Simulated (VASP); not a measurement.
Ge (diamond) relaxed at rising pressure, in one space group throughout; other phases were not tried. The pressures are those reached. Calculation: r2SCAN meta-GGA, VASP's PBE PAW potentials (set 64) (plane waves; VASP).

```json
[
 {"P (GPa)": "-0.12", "V (Å³/atom)": "22.858", "k-mesh": "8×8×8"},
 {"P (GPa)": "5.05", "V (Å³/atom)": "21.516", "k-mesh": "8×8×8"},
 {"P (GPa)": "10.07", "V (Å³/atom)": "20.508", "k-mesh": "8×8×8"},
 {"P (GPa)": "20.11", "V (Å³/atom)": "19.045", "k-mesh": "9×9×9"},
 {"P (GPa)": "29.95", "V (Å³/atom)": "17.972", "k-mesh": "9×9×9"}
]
```

A change of mesh leaves a small step in the series.

Problem. Fit an equation of state and predict the volume at 45.09 GPa.

Solution. Least squares on the third-order Birch-Murnaghan form, P = (3B0/2)(y⁷ − y⁵)[1 + (3/4)(B′ − 4)(y² − 1)] with y = (V0/V)^(1/3), gives V0 = 22.819 Å³/atom, B0 = 76 GPa and B′ = 4.2, and so 16.751 Å³/atom. The run gave 16.766 Å³/atom, +0.1 % from the fit.

Pressures at which the relaxation failed are left out.

The compound is Ge in the diamond structure.
